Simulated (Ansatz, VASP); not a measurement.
# Ta2NO2: VASP beside Ansatz, part 2 of 2

Wanted: the spread between two codes on one cell, functional and k mesh. The structure shown is the start of the Ansatz relaxation below; VASP solves that cell, so the two are compared at the walk's first step.

VASP 6.6.1 and Ansatz 0.2.0.

So far: The structure; Ansatz: relaxation, PBEsol.

## Step 3: VASP: single point, PBEsol, start cell

Level of this step: PBEsol; plane waves and PAW (N, Ta_pv, O) (VASP).

The same cell, functional, mesh and smearing now go to VASP, with its own data sets.

Lines of VASP's logs that name or quote its potential files are left out, and so is its time.

INCAR reads:

```
SYSTEM = Ta2NO2
PREC = Accurate
ENCUT = 520
EDIFF = 1E-06
NELM = 120
ISMEAR = 1
SIGMA = 0.2
LREAL = .FALSE.
ALGO = Normal
GGA = PS
NBANDS = 49
LASPH = .TRUE.
LORBIT = 11
LWAVE = .FALSE.
LCHARG = .FALSE.
ISIF = 2
LDIPOL = .TRUE.
IDIPOL = 3
DIPOL = 0.5 0.5 0.307
LVHAR = .TRUE.
GGA_COMPAT = .FALSE.
NELMDL = -8
KPAR = 2
```

POSCAR reads:

```
Ta2NO2
1.0
    3.1012480000      0.0000000000      0.0000000000
    0.0000000000      5.3715190000      0.0000000000
    0.0000000000      0.0000000000     32.6000000000
N Ta O
2 4 4
Direct
    0.5000000000      0.5145201944      0.3072942945
    0.0000000000      0.9854797125      0.3062026380
    0.0000000000      0.3258761628      0.3415383129
    0.5000000000      0.8407902867      0.3445586503
    0.5000000000      0.1741237441      0.2719586196
    0.0000000000      0.6592096202      0.2689382822
    0.5000000000      0.1648436876      0.3769029141
    0.0000000000      0.6684894906      0.3753195092
    0.0000000000      0.3351562193      0.2365940184
    0.5000000000      0.8315104163      0.2381774233
```

KPOINTS reads:

```
Automatic mesh
0
Gamma
12 8 1
0 0 0
```

Potentials, in the order of the species: N, Ta_pv and O (PBE family, release 64).

Launch:

```console
$ mpirun -np 2 vasp_std
```

Numbers of over 12 decimals in the logs are rounded to 6 here.

The log of the run:

```text
[banner, memory and clock lines left out]
running    2 mpi-ranks, on    1 nodes
 distrk:  each k-point on    1 cores,    2 groups
 distr:  one band on    1 cores,    1 groups

 POSCAR found type information on POSCAR N TaO
 POSCAR found :  3 types and      10 ions
|                                                                             |
|               ----> ADVICE to this user running VASP <----                  |
|                                                                             |
|     You enforced a specific xc type in the INCAR file but a different       |
|     [... a line on the potential file left out ...]
|     I HOPE YOU KNOW WHAT YOU ARE DOING!                                     |
|                                                                             |

 LDA part: xc-table for (Slater+PW92), standard interpolation
 POSCAR, INCAR and KPOINTS ok, starting setup
 FFT: planning ... GRIDC
 FFT: planning ... GRID_SOFT
 FFT: planning ... GRID
 WAVECAR not read
 entering main loop
       N       E                     dE             d eps       ncg     rms          rms(c)
DAV:   1     0.727935407552E+03    0.72794E+03   -0.38883E+04  4294   0.129E+03
DAV:   2    -0.287377349051E+02   -0.75667E+03   -0.73964E+03  4705   0.328E+02
DAV:   3    -0.118554400001E+03   -0.89817E+02   -0.88610E+02  4049   0.113E+02
DAV:   4    -0.121910842587E+03   -0.33564E+01   -0.33239E+01  4524   0.230E+01
DAV:   5    -0.121983536637E+03   -0.72694E-01   -0.72384E-01  4340   0.315E+00
DAV:   6    -0.121986059710E+03   -0.25231E-02   -0.25186E-02  4492   0.576E-01
DAV:   7    -0.121986176084E+03   -0.11637E-03   -0.11626E-03  4356   0.107E-01
DAV:   8    -0.121986182586E+03   -0.65024E-05   -0.64980E-05  4012   0.237E-02    0.547E+01
DAV:   9    -0.108067272051E+03    0.13919E+02   -0.79686E+01  4119   0.431E+01    0.245E+01
DAV:  10    -0.107625275243E+03    0.44200E+00   -0.75733E+00  4154   0.140E+01    0.112E+01
DAV:  11    -0.107416454578E+03    0.20882E+00   -0.11669E+00  4484   0.776E+00    0.918E-01
DAV:  12    -0.107405649194E+03    0.10805E-01   -0.17606E-01  4260   0.266E+00    0.562E-01
DAV:  13    -0.107399990444E+03    0.56588E-02   -0.26941E-02  4404   0.119E+00    0.268E-01
DAV:  14    -0.107398743423E+03    0.12470E-02   -0.94883E-03  4540   0.535E-01    0.207E-01
[...]
DAV:  22    -0.107399401228E+03   -0.64156E-04   -0.81789E-07  2628   0.409E-03    0.220E-03
DAV:  23    -0.107399483574E+03   -0.82346E-04   -0.28271E-06  2991   0.427E-03    0.923E-04
DAV:  24    -0.107399494995E+03   -0.11421E-04   -0.20406E-07  2280   0.218E-03    0.531E-04
DAV:  25    -0.107399506503E+03   -0.11508E-04   -0.37358E-07  2422   0.151E-03    0.347E-04
DAV:  26    -0.107399511247E+03   -0.47440E-05   -0.13935E-07  2288   0.113E-03    0.210E-04
DAV:  27    -0.107399513976E+03   -0.27286E-05   -0.12620E-07  2273   0.754E-04    0.156E-04
DAV:  28    -0.107399515207E+03   -0.12317E-05   -0.62045E-08  2282   0.595E-04    0.893E-05
DAV:  29    -0.107399515890E+03   -0.68265E-06   -0.40077E-08  2273   0.399E-04
   1 F= -.10739952E+03 E0= -.10739861E+03  d E =-.273264E-02
```

OUTCAR, selected parts (step 3):

```text
ion  position               nearest neighbor table
   1  0.500  0.515  0.307-   4 2.13   6 2.14   6 2.14   5 2.16   3 2.16   3 2.16
   2  0.000  0.985  0.306-   6 2.13   4 2.14   4 2.14   3 2.16   5 2.16   5 2.16
   3  0.000  0.326  0.342-   7 2.12   7 2.12   8 2.14   2 2.16   1 2.16   1 2.16   5 2.87   5 2.87
                             6 2.97   4 3.03   4 3.03   4 3.17   4 3.17
   4  0.500  0.841  0.345-   7 2.04   8 2.07   8 2.07   1 2.13   2 2.14   2 2.14   5 2.97   3 3.03
                             3 3.03   6 3.07   6 3.07   3 3.17   3 3.17
   5  0.500  0.174  0.272-   9 2.12   9 2.12  10 2.14   1 2.16   2 2.16   2 2.16   3 2.87   3 2.87
                             4 2.97   6 3.03   6 3.03   6 3.17   6 3.17
   6  0.000  0.659  0.269-   9 2.04  10 2.07  10 2.07   2 2.13   1 2.14   1 2.14   3 2.97   5 3.03
                             5 3.03   4 3.07   4 3.07   5 3.17   5 3.17
   7  0.500  0.165  0.377-   4 2.04   3 2.12   3 2.12
   8  0.000  0.668  0.375-   4 2.07   4 2.07   3 2.14
   9  0.000  0.335  0.237-   6 2.04   5 2.12   5 2.12
  10  0.500  0.832  0.238-   6 2.07   6 2.07   5 2.14

  LATTYP: Found a simple orthorhombic cell.
 ALAT       =     3.1012480000
 B/A-ratio  =     1.7320507744
 C/A-ratio  =    10.5118971459

 Subroutine GETGRP returns: Found  4 space group operations
 (whereof  2 operations were pure point group operations)

The static configuration has the point symmetry C_1h.
 The point group associated with its full space group is C_2h.

 Found     35 irreducible k-points:

   k-points           NKPTS =     35   k-points in BZ     NKDIM =     35   number of bands    NBANDS=     49

   dimension x,y,z NGX =    24 NGY =   40 NGZ =  250
   dimension x,y,z NGXF=    48 NGYF=   80 NGZF=  500

   ENCUT  =  520.0 eV  38.22 Ry    6.18 a.u.   5.77  9.99 60.61*2*pi/ulx,y,z

   NELECT =      78.0000    total number of electrons

 k-points in reciprocal lattice and weights: Automatic mesh
   0.00000000  0.00000000  0.00000000       0.010
   0.08333333  0.00000000  0.00000000       0.021
   0.16666667  0.00000000  0.00000000       0.021
   0.25000000  0.00000000  0.00000000       0.021
   0.33333333  0.00000000  0.00000000       0.021
   0.41666667  0.00000000  0.00000000       0.021
   0.50000000  0.00000000  0.00000000       0.010
   0.00000000  0.12500000  0.00000000       0.021
   0.08333333  0.12500000  0.00000000       0.042
[...]
0.41666667  0.50000000  0.00000000       0.021
   0.50000000  0.50000000  0.00000000       0.010

 dipolmoment           0.000000      0.000000      0.000003 electrons x Angstroem

 average (electrostatic) potential at core
       1 -73.6228       2 -73.6227       3 -46.5252       4 -47.0663       5 -46.5252
       6 -47.0663       7 -79.3817       8 -79.3240       9 -79.3817      10 -79.3240

 E-fermi :  -2.7698

 k-point     1 :       0.0000    0.0000    0.0000
  band No.  band energies     occupation
    ...
     36      -6.6444      2.00000
     37      -5.1123      2.00000
     38      -4.0727      2.00000
     39      -4.0374      2.00000
     40      -3.1576      2.01938
     41      -1.5842     -0.00000
     42      -1.4092     -0.00000
     43      -1.3813     -0.00000
     44      -0.8908     -0.00000
     45      -0.8471     -0.00000
    ...

 k-point     2 :       0.0833    0.0000    0.0000
  band No.  band energies     occupation
    ...
     36      -6.6878      2.00000
     37      -4.8833      2.00000
     38      -3.9236      2.00000
     39      -3.9214      2.00000
     40      -3.1347      2.02704
     41      -1.5255     -0.00000
     42      -1.3235     -0.00000
     43      -1.3063     -0.00000
     44      -1.1138     -0.00000
     45      -1.0129     -0.00000
    ...

 k-point     3 :       0.1667    0.0000    0.0000
  band No.  band energies     occupation
    ...
     35      -7.0849      2.00000
     36      -6.5038      2.00000
     37      -4.3699      2.00000
     38      -3.9725      2.00000
     39      -3.6943      2.00000
     40      -2.7058      0.48754
     41      -1.7016     -0.00000
     42      -1.6448     -0.00000
     43      -1.1356     -0.00000
     44      -1.0908     -0.00000
    ...

  Total        0.4645353      1.8799281      1.0162806      0.0000000      0.9220488      0.0000000
  in kB        1.3704970      5.5462650      2.9982855      0.0000000      2.7202780      0.0000000
  external PRESSURE =       3.3050159 kB  Pullay stress =       0.0000000 kB

  energy-cutoff  :      520.00
  volume of cell :      543.06
      direct lattice vectors                 reciprocal lattice vectors
     3.101248000  0.000000000  0.000000000     0.322450833  0.000000000  0.000000000
     0.000000000  5.371519000  0.000000000     0.000000000  0.186167079  0.000000000
     0.000000000  0.000000000 32.600000000     0.000000000  0.000000000  0.030674847

 POSITION                                       TOTAL-FORCE (eV/Angst)
 -----------------------------------------------------------------------------------
      1.55062      2.76376     10.01779         0.000000     -0.053707      0.017426
      0.00000      5.29352      9.98221         0.000000      0.053707     -0.017426
      0.00000      1.75045     11.13415         0.000000      0.201722      0.096240
      1.55062      4.51632     11.23261         0.000000      0.232749      0.264295
      1.55062      0.93531      8.86585         0.000000     -0.201722     -0.096240
      0.00000      3.54096      8.76739         0.000000     -0.232749     -0.264295
      1.55062      0.88546     12.28703         0.000000      0.015995      0.022393
      0.00000      3.59080     12.23542         0.000000     -0.039515      0.042459
      0.00000      1.80030      7.71296         0.000000     -0.015995     -0.022393
      1.55062      4.46647      7.76458         0.000000      0.039515     -0.042459
 -----------------------------------------------------------------------------------
    total drift:                                0.000000     -0.000005      0.000145

  FREE ENERGIE OF THE ION-ELECTRON SYSTEM (eV)
  ---------------------------------------------------
  free  energy   TOTEN  =      -107.3995158899 eV

  energy  without entropy=     -107.3967832487  energy(sigma->0) =     -107.39860501

 vacuum level on the upper side and lower side of the slab         2.492         2.492

 total charge
# of ion       s       p       d       tot
------------------------------------------
    1        1.236   2.567   0.000   3.803
    2        1.236   2.567   0.000   3.803
    3        0.288   6.246   2.437   8.971
    4        0.309   6.285   2.348   8.942
    5        0.288   6.246   2.437   8.971
    6        0.309   6.285   2.348   8.942
    7        1.564   3.445   0.000   5.010
    8        1.561   3.459   0.000   5.020
    9        1.564   3.445   0.000   5.010
   10        1.561   3.459   0.000   5.020
--------------------------------------------------
tot          9.916  44.004   9.570  63.490

[... 3 further parts left out ...]
```

The run ends at a pressure of 0.33 GPa, with forces up to 0.35 eV/Å.

## Step 4: Differences

Known differences besides the potentials themselves: Ansatz cuts the interaction across the vacuum, VASP repeats the sheet with a dipole correction; the data sets hold 86 valence electrons in Ansatz (on its PAW soft_1 files) and 78 in VASP; the cutoff is 420 eV in Ansatz and 520 eV in VASP; Ansatz makes its cores anew for this functional, VASP keeps those of its PBE data sets. Total energies have different zeros and are not compared.

Forces (eV/Å; atoms numbered as in POSCAR):

| atom | Ansatz x, y, z | VASP x, y, z |
| --- | --- | --- |
| N1 | 0.000, -0.046, 0.011 | 0.000, -0.054, 0.017 |
| N2 | 0.000, 0.046, -0.011 | 0.000, 0.054, -0.017 |
| Ta3 | 0.000, 0.199, 0.095 | 0.000, 0.202, 0.096 |
| Ta4 | 0.000, 0.234, 0.271 | 0.000, 0.233, 0.264 |
| Ta5 | 0.000, -0.199, -0.095 | 0.000, -0.202, -0.096 |
| Ta6 | 0.000, -0.234, -0.271 | 0.000, -0.233, -0.264 |
| O7 | 0.000, -0.009, -0.066 | 0.000, 0.016, 0.022 |
| O8 | 0.000, -0.019, -0.035 | 0.000, -0.040, 0.042 |
| O9 | 0.000, 0.009, 0.066 | 0.000, -0.016, -0.022 |
| O10 | 0.000, 0.019, 0.035 | 0.000, 0.040, -0.042 |

The forces differ by 32 meV/Å r.m.s., which is 28.7 % of the r.m.s. force of 0.110 eV/Å (both taken over all components). With vacuum in the cell, a pressure given here is an average over mostly empty space and none of the material.

## Step 5: Other set-ups

Further runs change the set-up of one program: Ansatz's method, potentials or start, or VASP's data sets, cutoff or form of LDA. The table gives that difference for each run.

| run | r.m.s. force difference (meV/Å) |
| --- | --- |
| as above | 32 |
| VASP with the data sets N, Ta_sv_GW and O | 16 |

## Step 6: Summary of results

| Item | Value |
| --- | --- |
| r.m.s. force difference (single point, PBEsol, start cell) | 32 meV/Å |

**Reading.** The r.m.s. force difference is 32 meV/Å (single point, PBEsol, start cell), beyond the 12 meV/Å picked in this series as the mark of a large difference. The data sets hold unlike numbers of valence electrons (86 in Ansatz and 78 in VASP), so part of the differences comes from the potentials. Single point, PBEsol, start cell, VASP with the data sets N, Ta_sv_GW and O: r.m.s. force difference goes from 32 to 16 meV/Å. 1 further run of this series is not shown here. Such differences can come from data sets, numerical settings and the points named under the comparisons, not from the functional's error against experiment.

[Lines on the potential files, build, host, timing and source positions are cut from VASP's logs without a mark.]

[Logs are printed without paths, hosts, clocks, repeated set-up lines and the standing remarks that a program may print on its own settings, such as how far it seeks lower states.]

[Hosts, paths, dates, database ids (printed as entryN), source tags and the programs' standing remarks are cut or masked in the printed files.]
